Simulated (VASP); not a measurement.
Input:

```yaml
crystal:
  lattice:
    - [4.08031, 0.00000, 0.00000]
    - [0.00000, 4.08031, 0.00000]
    - [0.00000, 0.00000, 4.08031]
  atoms:
    - { symbol: K, position: [0.00000, 0.00000, 0.00000] }
    - { symbol: Zn, position: [0.50000, 0.50000, 0.50000] }
    - { symbol: F, position: [0.50000, 0.00000, 0.50000] }
    - { symbol: F, position: [0.00000, 0.50000, 0.50000] }
    - { symbol: F, position: [0.50000, 0.50000, 0.00000] }
```

Level of theory: AM05 GGA, VASP's PBE PAW potentials (set 64) (plane waves; VASP). Settings: 520 eV cut-off, Gaussian smearing of 0.050 eV, potentials K_sv Zn F.

### Question
Give the energies of bands 9 to 22 at the high-symmetry points, in eV from the valence-band maximum.

### Answer

```json
[
 {"band": "9", "Γ": "-3.99", "X": "-3.85", "M": "-5.17", "R": "-5.17"},
 {"band": "10", "Γ": "-3.99", "X": "-3.85", "M": "-4.42", "R": "-5.17"},
 {"band": "11", "Γ": "-3.40", "X": "-3.78", "M": "-3.83", "R": "-4.21"},
 {"band": "12", "Γ": "-3.40", "X": "-3.78", "M": "-3.83", "R": "-4.21"},
 {"band": "13", "Γ": "-3.40", "X": "-3.39", "M": "-3.55", "R": "-4.21"},
 {"band": "14", "Γ": "-3.06", "X": "-3.06", "M": "-2.49", "R": "-1.82"},
 {"band": "15", "Γ": "-3.06", "X": "-2.69", "M": "-2.19", "R": "-1.82"},
 {"band": "16", "Γ": "-1.90", "X": "-2.10", "M": "-2.19", "R": "-1.82"},
 {"band": "17", "Γ": "-1.90", "X": "-1.87", "M": "-1.99", "R": "-1.34"},
 {"band": "18", "Γ": "-1.90", "X": "-1.87", "M": "-1.69", "R": "-1.34"},
 {"band": "19", "Γ": "-1.71", "X": "-1.60", "M": "-1.69", "R": "-1.34"},
 {"band": "20", "Γ": "-1.71", "X": "-1.60", "M": "-1.36", "R": "0.00"},
 {"band": "21", "Γ": "-1.71", "X": "-1.58", "M": "0.00", "R": "0.00"},
 {"band": "22", "Γ": "3.72", "X": "6.43", "M": "7.92", "R": "8.43"}
]
```

The gap is indirect, 3.72 eV, from the valence maximum at R to the conduction minimum at Γ.

The compound is KZnF3 in the cubic perovskite structure. It was relaxed first.
